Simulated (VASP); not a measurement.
OSZICAR of a VASP run on WS2 (2H layered):

File OSZICAR:
```
       N       E                     dE             d eps       ncg     rms          rms(c)
DAV:   1     0.428774385937E+03    0.42877E+03   -0.29433E+04  1656   0.171E+03
DAV:   2    -0.119720236070E+03   -0.54849E+03   -0.53693E+03  1779   0.456E+02
DAV:   3    -0.153440743941E+03   -0.33721E+02   -0.33515E+02  1880   0.103E+02
DAV:   4    -0.154239439556E+03   -0.79870E+00   -0.79685E+00  1843   0.164E+01
DAV:   5    -0.154257795717E+03   -0.18356E-01   -0.18349E-01  1912   0.259E+00    0.407E+01
DAV:   6    -0.147122174099E+03    0.71356E+01   -0.12760E+01  1785   0.267E+01    0.169E+01
DAV:   7    -0.141345177738E+03    0.57770E+01   -0.30393E+00  1872   0.900E+00    0.500E+00
DAV:   8    -0.141668456098E+03   -0.32328E+00   -0.94005E-01  1948   0.713E+00    0.322E+00
DAV:   9    -0.139108419327E+03    0.25600E+01   -0.41752E-01  1691   0.441E+00    0.108E+00
DAV:  10    -0.138767846362E+03    0.34057E+00   -0.15440E-01  1631   0.291E+00    0.453E-01
DAV:  11    -0.138953777551E+03   -0.18593E+00   -0.14603E-01  1727   0.260E+00    0.415E-01
DAV:  12    -0.139189423667E+03   -0.23565E+00   -0.79562E-02  1600   0.203E+00    0.216E-01
DAV:  13    -0.139189421456E+03    0.22105E-05   -0.12913E-02  1782   0.706E-01    0.137E-01
DAV:  14    -0.139189414237E+03    0.72194E-05   -0.60189E-03  1719   0.434E-01    0.924E-02
DAV:  15    -0.139189245889E+03    0.16835E-03   -0.24928E-03  1789   0.315E-01    0.367E-02
DAV:  16    -0.139190228591E+03   -0.98270E-03   -0.56525E-04  1754   0.156E-01    0.200E-02
DAV:  17    -0.139190427104E+03   -0.19851E-03   -0.11649E-04  1768   0.791E-02    0.187E-02
DAV:  18    -0.139190428185E+03   -0.10811E-05   -0.30529E-05  1762   0.319E-02    0.587E-03
DAV:  19    -0.139190435594E+03   -0.74081E-05   -0.13151E-05  1803   0.245E-02    0.936E-03
DAV:  20    -0.139190436560E+03   -0.96684E-06   -0.11374E-06  1586   0.794E-03    0.518E-03
DAV:  21    -0.139190436923E+03   -0.36269E-06   -0.43128E-07  1611   0.448E-03    0.360E-03
DAV:  22    -0.139190437109E+03   -0.18600E-06   -0.15562E-07  1185   0.267E-03    0.187E-03
DAV:  23    -0.139190436852E+03    0.25716E-06   -0.87249E-08  1115   0.178E-03    0.151E-03
DAV:  24    -0.139190436909E+03   -0.57303E-07   -0.64670E-08  1010   0.167E-03
   1 F= -.13919044E+03 E0= -.13919044E+03  d E =0.000000E+00
       N       E                     dE             ncg
       N       E                     dE             ncg
       N       E                     dE             ncg
```

Q: Which electronic solver shows in the log?

A: It is blocked Davidson (ALGO = Normal, or the opening steps of other solvers). The INCAR had ALGO = Normal.

Q: Can the final energy be trusted as converged?

A: The calculation finished and met its thresholds. It stopped with EDIFF = 1E-7, NELM = 100 (r2SCAN+rVV10, plane waves, VASP's PBE PAW potentials (set 64)).

The compound is WS2 in the 2H layered structure. It was relaxed first.
